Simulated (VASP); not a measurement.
Method: PBEsol GGA, VASP's PBE PAW potentials (set 64) (plane waves; VASP).

VASP ran on this input.

KPOINTS:
```
Automatic mesh
0
gamma
5 4 1
```

File POSCAR:
```
PbSe(110) slab
1
    4.3136582089    -0.0000000000    -0.0000000000
   -0.0000000000     6.1004332388     0.0000000000
    0.0000000000     0.0000000000    27.8930158820
Pb Se
6 6
Direct
  0.0000000000   0.0000000000   0.3066870000
  0.5000000000   0.5000000000   0.3840120000
  0.0000000000   0.0000000000   0.4613370000
  0.5000000000   0.5000000000   0.5386630000
  0.0000000000   0.0000000000   0.6159880000
  0.5000000000   0.5000000000   0.6933130000
  0.5000000000   0.0000000000   0.3840120000
  0.0000000000   0.5000000000   0.3066870000
  0.5000000000   0.0000000000   0.5386630000
  0.0000000000   0.5000000000   0.4613370000
  0.5000000000   0.0000000000   0.6933130000
  0.0000000000   0.5000000000   0.6159880000
```

### INCAR
```
# general
SYSTEM =PbSe(110) slab
PREC   =Normal
ENCUT  =400   # plane-wave cut-off (eV)
LREAL  =.FALSE.   # projection in real space or not
LASPH  =.TRUE.   # aspherical one-centre terms

# electronic loop
EDIFF  =1E-5   # SCF stop (eV)
NELM   =100   # most electronic steps
NELMIN =4
ALGO   =Normal   # blocked Davidson
LMAXMIX=4

# smearing
ISMEAR =0
SIGMA  =0.05   # width (eV)

# functional
GGA    =PS   # PBEsol

# ions
IBRION =2   # conjugate gradients
NSW    =50
ISIF   =2
EDIFFG =-0.03   # ionic stop

# output
LWAVE  =.TRUE.
LCHARG =.FALSE.

# other
LDIPOL =.TRUE.
IDIPOL =3
DIPOL  =0.5 0.5 0.5
```

POTCAR, in this order: Pb_d Se (PBE.64 set). Program: vasp_std.

The run wrote:

### OSZICAR
```
...
DAV:  21    -0.515973286136E+02   -0.15272E-04   -0.79403E-07   952   0.315E-03    0.457E-04
DAV:  22    -0.515973363758E+02   -0.77621E-05   -0.50532E-07   904   0.258E-03
   1 F= -.51597336E+02 E0= -.51597336E+02  d E =-.515973E+02
       N       E                     dE             d eps       ncg     rms          rms(c)
DAV:   1    -0.515956628580E+02    0.16658E-02   -0.53774E+01  1368   0.230E+01    0.125E+00
DAV:   2    -0.518210968102E+02   -0.22543E+00   -0.23642E+00  1840   0.747E+00    0.420E-01
DAV:   3    -0.518194003674E+02    0.16964E-02   -0.28086E-02  1736   0.941E-01    0.281E-01
DAV:   4    -0.518183057168E+02    0.10947E-02   -0.40128E-03  1840   0.382E-01    0.139E-01
DAV:   5    -0.518182628315E+02    0.42885E-04   -0.84178E-04  1648   0.164E-01    0.454E-02
DAV:   6    -0.518183158688E+02   -0.53037E-04   -0.17022E-04  1656   0.758E-02    0.221E-02
DAV:   7    -0.518183362868E+02   -0.20418E-04   -0.41404E-05  1192   0.359E-02    0.109E-02
DAV:   8    -0.518183462694E+02   -0.99826E-05   -0.43241E-06   992   0.906E-03
   2 F= -.51818346E+02 E0= -.51818346E+02  d E =-.221010E+00
       N       E                     dE             d eps       ncg     rms          rms(c)
DAV:   1    -0.512277513957E+02    0.59058E+00   -0.53604E+02  1672   0.880E+01    0.406E+00
DAV:   2    -0.521554040950E+02   -0.92765E+00   -0.99268E+00  1512   0.144E+01    0.109E+00
DAV:   3    -0.521683514973E+02   -0.12947E-01   -0.32526E-01  1896   0.306E+00    0.894E-01
DAV:   4    -0.521628992227E+02    0.54523E-02   -0.16582E-02  1808   0.501E-01    0.471E-01
DAV:   5    -0.521617323329E+02    0.11669E-02   -0.87908E-03  1648   0.336E-01    0.828E-02
DAV:   6    -0.521620343601E+02   -0.30203E-03   -0.18457E-03  1656   0.166E-01    0.791E-02
DAV:   7    -0.521621873690E+02   -0.15301E-03   -0.20857E-04  1376   0.476E-02    0.625E-02
DAV:   8    -0.521623117929E+02   -0.12442E-03   -0.58534E-05  1192   0.319E-02    0.324E-02
DAV:   9    -0.521624218693E+02   -0.11008E-03   -0.45583E-05  1264   0.182E-02    0.879E-03
DAV:  10    -0.521624745334E+02   -0.52664E-04   -0.83866E-06  1016   0.988E-03    0.380E-03
DAV:  11    -0.521625005436E+02   -0.26010E-04   -0.48063E-06   984   0.664E-03    0.371E-03
DAV:  12    -0.521625261373E+02   -0.25594E-04   -0.59873E-06   992   0.657E-03    0.167E-03
DAV:  13    -0.521625338979E+02   -0.77605E-05   -0.15628E-06   976   0.367E-03
   3 F= -.52162534E+02 E0= -.52162534E+02  d E =-.565198E+00
       N       E                     dE             d eps       ncg     rms          rms(c)
DAV:   1    -0.521593467993E+02    0.31793E-02   -0.16175E+00  1392   0.385E+00    0.199E-01
DAV:   2    -0.521632461416E+02   -0.38993E-02   -0.42092E-02  1848   0.106E+00    0.578E-02
DAV:   3    -0.521632151122E+02    0.31029E-04   -0.71244E-04  1952   0.141E-01    0.412E-02
DAV:   4    -0.521631932185E+02    0.21894E-04   -0.73853E-05  1536   0.458E-02    0.198E-02
DAV:   5    -0.521631947155E+02   -0.14970E-05   -0.30005E-05  1072   0.296E-02
   4 F= -.52163195E+02 E0= -.52163195E+02  d E =-.565858E+00
       N       E                     dE             d eps       ncg     rms          rms(c)
DAV:   1    -0.521623519929E+02    0.84123E-03   -0.37661E-01  1392   0.186E+00    0.880E-02
DAV:   2    -0.521631947085E+02   -0.84272E-03   -0.92283E-03  1840   0.485E-01    0.306E-02
DAV:   3    -0.521631978653E+02   -0.31568E-05   -0.16268E-04  1808   0.604E-02    0.221E-02
DAV:   4    -0.521631923834E+02    0.54818E-05   -0.14764E-05   904   0.208E-02
   5 F= -.52163192E+02 E0= -.52163192E+02  d E =-.565856E+00
       N       E                     dE             d eps       ncg     rms          rms(c)
DAV:   1    -0.521534607648E+02    0.97371E-02   -0.70096E+00  1384   0.684E+00    0.425E-01
DAV:   2    -0.521770656208E+02   -0.23605E-01   -0.25707E-01  1840   0.233E+00    0.158E-01
DAV:   3    -0.521766909974E+02    0.37462E-03   -0.35290E-03  1872   0.344E-01    0.106E-01
DAV:   4    -0.521765192758E+02    0.17172E-03   -0.46002E-04  1776   0.117E-01    0.570E-02
DAV:   5    -0.521764727055E+02    0.46570E-04   -0.21624E-04  1632   0.888E-02    0.201E-02
DAV:   6    -0.521764734291E+02   -0.72359E-06   -0.24264E-05  1144   0.259E-02
   6 F= -.52176473E+02 E0= -.52176473E+02  d E =-.132810E-01
       N       E                     dE             d eps       ncg     rms          rms(c)
DAV:   1    -0.521688397491E+02    0.76330E-02   -0.38291E+00  1392   0.504E+00    0.311E-01
DAV:   2    -0.521803160235E+02   -0.11476E-01   -0.12624E-01  1832   0.168E+00    0.112E-01
DAV:   3    -0.521801165421E+02    0.19948E-03   -0.18071E-03  1832   0.250E-01    0.747E-02
DAV:   4    -0.521800290301E+02    0.87512E-04   -0.25008E-04  1680   0.858E-02    0.394E-02
DAV:   5    -0.521800081763E+02    0.20854E-04   -0.11666E-04  1608   0.626E-02    0.140E-02
DAV:   6    -0.521800091531E+02   -0.97679E-06   -0.11052E-05   912   0.195E-02
   7 F= -.52180009E+02 E0= -.52180009E+02  d E =-.168168E-01
       N       E                     dE             d eps       ncg     rms          rms(c)
DAV:   1    -0.521799575249E+02    0.50651E-04   -0.53867E-02  1416   0.593E-01    0.321E-02
DAV:   2    -0.521800618056E+02   -0.10428E-03   -0.11202E-03  1744   0.139E-01    0.739E-03
DAV:   3    -0.521800644590E+02   -0.26534E-05   -0.38140E-05  1144   0.253E-02    0.574E-03
DAV:   4    -0.521800647408E+02   -0.28183E-06   -0.27221E-06   768   0.907E-03
   8 F= -.52180065E+02 E0= -.52180065E+02  d E =-.168724E-01
       N       E                     dE             d eps       ncg     rms          rms(c)
DAV:   1    -0.521801438639E+02   -0.79405E-04   -0.23991E-01  1360   0.141E+00    0.663E-02
DAV:   2    -0.521806668269E+02   -0.52296E-03   -0.55395E-03  1696   0.344E-01    0.242E-02
DAV:   3    -0.521806723400E+02   -0.55132E-05   -0.19461E-04  1520   0.621E-02    0.200E-02
DAV:   4    -0.521806717297E+02    0.61033E-06   -0.15265E-05   872   0.174E-02
   9 F= -.52180672E+02 E0= -.52180672E+02  d E =-.606989E-03
       N       E                     dE             d eps       ncg     rms          rms(c)
DAV:   1    -0.521766672295E+02    0.40051E-02   -0.21504E+00  1368   0.423E+00    0.213E-01
DAV:   2    -0.521822887668E+02   -0.56215E-02   -0.60671E-02  1864   0.127E+00    0.901E-02
DAV:   3    -0.521821988852E+02    0.89882E-04   -0.77778E-04  1808   0.161E-01    0.663E-02
DAV:   4    -0.521821691917E+02    0.29693E-04   -0.14369E-04  1664   0.588E-02    0.389E-02
DAV:   5    -0.521821646068E+02    0.45849E-05   -0.25708E-05  1056   0.342E-02
  10 F= -.52182165E+02 E0= -.52182165E+02  d E =-.209987E-02
       N       E                     dE             d eps       ncg     rms          rms(c)
DAV:   1    -0.521559827055E+02    0.26186E-01   -0.85541E+00  1368   0.850E+00    0.470E-01
DAV:   2    -0.521844752459E+02   -0.28493E-01   -0.30963E-01  1848   0.293E+00    0.200E-01
DAV:   3    -0.521839661052E+02    0.50914E-03   -0.32373E-03  1808   0.372E-01    0.142E-01
DAV:   4    -0.521837896475E+02    0.17646E-03   -0.67559E-04  1736   0.144E-01    0.823E-02
DAV:   5    -0.521837577289E+02    0.31919E-04   -0.14206E-04  1624   0.803E-02    0.330E-02
DAV:   6    -0.521837600577E+02   -0.23288E-05   -0.71452E-05  1632   0.537E-02
  11 F= -.52183760E+02 E0= -.52183760E+02  d E =-.369532E-02
       N       E                     dE             d eps       ncg     rms          rms(c)
DAV:   1    -0.521830972998E+02    0.66043E-03   -0.57055E-01  1344   0.192E+00    0.116E-01
DAV:   2    -0.521844868685E+02   -0.13896E-02   -0.15203E-02  1776   0.549E-01    0.416E-02
DAV:   3    -0.521844683734E+02    0.18495E-04   -0.25838E-04  1640   0.842E-02    0.319E-02
DAV:   4    -0.521844648251E+02    0.35482E-05   -0.45361E-05  1248   0.271E-02
  12 F= -.52184465E+02 E0= -.52184465E+02  d E =-.704767E-03
```

File OUTCAR:
```
------------------------ aborting loop because EDIFF is reached ----------------------------------------
  FORCE on cell =-STRESS in cart. coord.  units (eV):
  Direction    XX          YY          ZZ          XY          YZ          ZX
  --------------------------------------------------------------------------------------
  Total       -1.4991673      0.5488827      0.3023332      0.0000000      0.0000000      0.0000000
  in kB       -3.2723430      1.1980867      0.6599249      0.0000000      0.0000000      0.0000000
  external PRESSURE =      -0.4714438 kB  Pullay stress =       0.0000000 kB
  volume of cell :      734.01
      direct lattice vectors                 reciprocal lattice vectors
     4.313658209  0.000000000  0.000000000     0.231821798  0.000000000  0.000000000
     0.000000000  6.100433239  0.000000000     0.000000000  0.163922784  0.000000000
     0.000000000  0.000000000 27.893015882     0.000000000  0.000000000  0.035851268
 POSITION                                       TOTAL-FORCE (eV/Angst)
 -----------------------------------------------------------------------------------
      0.00000      0.00000      8.65960         0.000000      0.000000     -0.014351
      2.15683      3.05022     10.50665         0.000000      0.000000      0.004212
      0.00000      0.00000     12.98653         0.000000      0.000000     -0.011737
      2.15683      3.05022     14.90648         0.000000      0.000000      0.011737
      0.00000      0.00000     17.38636         0.000000      0.000000     -0.004212
      2.15683      3.05022     19.23342         0.000000      0.000000      0.014351
      2.15683      0.00000     10.52621         0.000000      0.000000      0.004661
      0.00000      3.05022      8.61865         0.000000      0.000000     -0.026587
      2.15683      0.00000     14.91751         0.000000      0.000000     -0.002612
      0.00000      3.05022     12.97550         0.000000      0.000000      0.002612
      2.15683      0.00000     19.27437         0.000000      0.000000      0.026587
      0.00000      3.05022     17.36680         0.000000      0.000000     -0.004661
 -----------------------------------------------------------------------------------
    total drift:                                0.000000     -0.000000      0.000000
  FREE ENERGIE OF THE ION-ELECTRON SYSTEM (eV)
  ---------------------------------------------------
  free  energy   TOTEN  =       -52.1844648251 eV

  energy  without entropy=      -52.1844648251  energy(sigma->0) =      -52.18446483

 reached required accuracy - stopping structural energy minimisation
```
(Selected blocks of OUTCAR.)

**CONTCAR**
```
PbSe(110) slab
   1.00000000000000
     4.3136582088999997    0.0000000000000000    0.0000000000000000
     0.0000000000000000    6.1004332388000000    0.0000000000000000
     0.0000000000000000    0.0000000000000000   27.8930158820000003
  Pb              Se
     6     6
Direct
     0.0000000000000000    0.0000000000000000    0.3104576047793540
     0.5000000000000000    0.5000000000000000    0.3766769085694750
     0.0000000000000000    0.0000000000000000    0.4655837340946423
     0.5000000000000000    0.5000000000000000    0.5344162659053577
     0.0000000000000000    0.0000000000000000    0.6233230914305250
     0.5000000000000000    0.5000000000000000    0.6895423952206460
     0.5000000000000000    0.0000000000000000    0.3773780997664685
     0.0000000000000000    0.5000000000000000    0.3089893955124947
     0.5000000000000000    0.0000000000000000    0.5348117445497644
     0.0000000000000000    0.5000000000000000    0.4651882554502355
     0.5000000000000000    0.0000000000000000    0.6910106044875054
     0.0000000000000000    0.5000000000000000    0.6226219002335314
```

The cell is a thin slab with vacuum, built from PbSe (rock salt): (110) face.
